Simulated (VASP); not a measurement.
Computed with PBE GGA, VASP's PBE PAW potentials (set 64) (plane waves; VASP 6.6.1).

Input for VASP

**INCAR**
```
SYSTEM = ZrB2
PREC = Accurate
ENCUT = 400
EDIFF = 1E-6
NELM = 100
ALGO = Normal
LREAL = .FALSE.
LASPH = .TRUE.
ISMEAR = -1
SIGMA = 0.1
GGA = PE
LMAXMIX = 4
LWAVE = .FALSE.
LCHARG = .FALSE.
ISIF = 2
```

### KPOINTS
```
Automatic mesh
0
Gamma
5 5 1
0 0 0
```

### POSCAR
```
ZrB2
3.170
  1.0000000000   0.0000000000   0.0000000000
 -0.5000000000   0.8660255521   0.0000000000
  0.0000000000   0.0000000000   5.4558359621
Zr B
2 4
direct
  0.0000000000   0.0000000000   0.4489740000
  0.0000000000   0.0000000000   0.6530790000
  0.6666670000   0.3333330000   0.3469210000
  0.3333330000   0.6666670000   0.3469210000
  0.6666670000   0.3333330000   0.5510260000
  0.3333330000   0.6666670000   0.5510260000
```

POTCAR, in this order: Zr_sv B (PBE.64 set). Program: vasp_std.

The resulting files:

### OUTCAR
```
 ion  position               nearest neighbor table
   1  0.000  0.000  0.449-   5 2.54   6 2.54   5 2.54   6 2.54   5 2.54   6 2.54   3 2.54   4 2.54
                             4 2.54   3 2.54   3 2.54   4 2.54   2 3.53
   2  0.000  0.000  0.653-   5 2.54   6 2.54   5 2.54   6 2.54   5 2.54   6 2.54   1 3.53
   3  0.667  0.333  0.347-   4 1.83   4 1.83   4 1.83   1 2.54   1 2.54   1 2.54
   4  0.333  0.667  0.347-   3 1.83   3 1.83   3 1.83   1 2.54   1 2.54   1 2.54
   5  0.667  0.333  0.551-   6 1.83   6 1.83   6 1.83   1 2.54   1 2.54   1 2.54   2 2.54   2 2.54
                             2 2.54
   6  0.333  0.667  0.551-   5 1.83   5 1.83   5 1.83   1 2.54   1 2.54   1 2.54   2 2.54   2 2.54
                             2 2.54
  LATTYP: Found a hexagonal cell.
 ALAT       =     3.1700000000
 C/A-ratio  =     5.4558359621
 Subroutine PRICEL returns:
 Original cell was already a primitive cell.
 Subroutine GETGRP returns: Found 12 space group operations
The static configuration has the point symmetry C_6v.
The dynamic configuration has the point symmetry C_6v.
 Subroutine INISYM returns: Found 12 space group operations
 Subroutine IBZKPT returns following result:
 Found      5 irreducible k-points:

 Following reciprocal coordinates:
            Coordinates               Weight
  0.000000  0.000000  0.000000      1.000000
...
```

### OSZICAR
```
       N       E                     dE             d eps       ncg     rms          rms(c)
DAV:   1     0.248160986180E+03    0.24816E+03   -0.16731E+04   252   0.120E+03
DAV:   2    -0.290380239871E+02   -0.27720E+03   -0.27111E+03   264   0.349E+02
DAV:   3    -0.528384615845E+02   -0.23800E+02   -0.23632E+02   370   0.798E+01
DAV:   4    -0.542791908901E+02   -0.14407E+01   -0.14363E+01   346   0.180E+01
DAV:   5    -0.543262376923E+02   -0.47047E-01   -0.46998E-01   336   0.266E+00    0.268E+01
DAV:   6    -0.561025804642E+02   -0.17763E+01   -0.16242E+02   280   0.348E+01    0.142E+01
DAV:   7    -0.498790128896E+02    0.62236E+01   -0.15668E+02   328   0.360E+01    0.998E+00
DAV:   8    -0.464952956933E+02    0.33837E+01   -0.27696E+01   284   0.166E+01    0.607E+00
DAV:   9    -0.457936289947E+02    0.70167E+00   -0.48474E+00   300   0.876E+00    0.172E+00
DAV:  10    -0.457874593993E+02    0.61696E-02   -0.36096E-01   336   0.301E+00    0.943E-01
DAV:  11    -0.457859805336E+02    0.14789E-02   -0.23336E-02   302   0.894E-01    0.501E-01
DAV:  12    -0.457902739650E+02   -0.42934E-02   -0.35192E-02   312   0.813E-01    0.381E-01
DAV:  13    -0.457835451864E+02    0.67288E-02   -0.22942E-02   302   0.488E-01    0.113E-01
DAV:  14    -0.457834914059E+02    0.53780E-04   -0.11462E-03   274   0.176E-01    0.639E-02
DAV:  15    -0.457830921335E+02    0.39927E-03   -0.82852E-04   290   0.126E-01    0.384E-02
DAV:  16    -0.457833236575E+02   -0.23152E-03   -0.20560E-04   284   0.631E-02    0.270E-02
DAV:  17    -0.457835746022E+02   -0.25094E-03   -0.17743E-04   262   0.500E-02    0.959E-03
DAV:  18    -0.457838807186E+02   -0.30612E-03   -0.32522E-05   236   0.251E-02    0.784E-03
DAV:  19    -0.457839931042E+02   -0.11239E-03   -0.12260E-05   222   0.133E-02    0.292E-03
DAV:  20    -0.457840379870E+02   -0.44883E-04   -0.38614E-06   204   0.873E-03    0.211E-03
DAV:  21    -0.457840410109E+02   -0.30239E-05   -0.73182E-07   196   0.418E-03    0.853E-04
DAV:  22    -0.457840424433E+02   -0.14324E-05   -0.25517E-07   178   0.196E-03    0.335E-04
DAV:  23    -0.457840426678E+02   -0.22453E-06   -0.43183E-08   146   0.864E-04
   1 F= -.45784043E+02 E0= -.45723491E+02  d E =-.121104E+00
```

### OUTCAR
```
------------------------ aborting loop because EDIFF is reached ----------------------------------------
  FORCE on cell =-STRESS in cart. coord.  units (eV):
  Direction    XX          YY          ZZ          XY          YZ          ZX
  --------------------------------------------------------------------------------------
  Total       -2.5584956     -2.5584964     -2.6395213      0.0000000      0.0000000      0.0000000
  in kB      -27.2348792    -27.2348885    -28.0973884      0.0000000      0.0000000      0.0000000
  external PRESSURE =     -27.5223854 kB  Pullay stress =       0.0000000 kB
  volume of cell :      150.51
      direct lattice vectors                 reciprocal lattice vectors
     3.170000000  0.000000000  0.000000000     0.315457413  0.182129391  0.000000000
    -1.585000000  2.745301000  0.000000000     0.000000000  0.364258783  0.000000000
     0.000000000  0.000000000 17.295000000     0.000000000  0.000000000  0.057820179
 POSITION                                       TOTAL-FORCE (eV/Angst)
 -----------------------------------------------------------------------------------
      0.00000      0.00000      7.76501         0.000000     -0.000000     -1.015587
      0.00000      0.00000     11.29500         0.000000     -0.000000     -0.652622
      1.58500      0.91510      6.00000         0.000000     -0.000000      0.449994
     -0.00000      1.83020      6.00000        -0.000000      0.000000      0.449994
      1.58500      0.91510      9.52999        -0.000000      0.000000      0.384110
     -0.00000      1.83020      9.52999         0.000000     -0.000000      0.384110
 -----------------------------------------------------------------------------------
    total drift:                                0.000000      0.000000     -0.000091
  FREE ENERGIE OF THE ION-ELECTRON SYSTEM (eV)
  ---------------------------------------------------
  free  energy   TOTEN  =       -45.7840426678 eV

  energy  without entropy=      -45.6629390558  energy(sigma->0) =      -45.72349086
```
(Selected blocks of OUTCAR.)

At this cut-off the stress carries a Pulay error, which pulls relaxed volumes low. The cell holds a wide vacuum, so values per volume refer to the whole cell.

The cell is a sheet with vacuum, built from a generated structure.
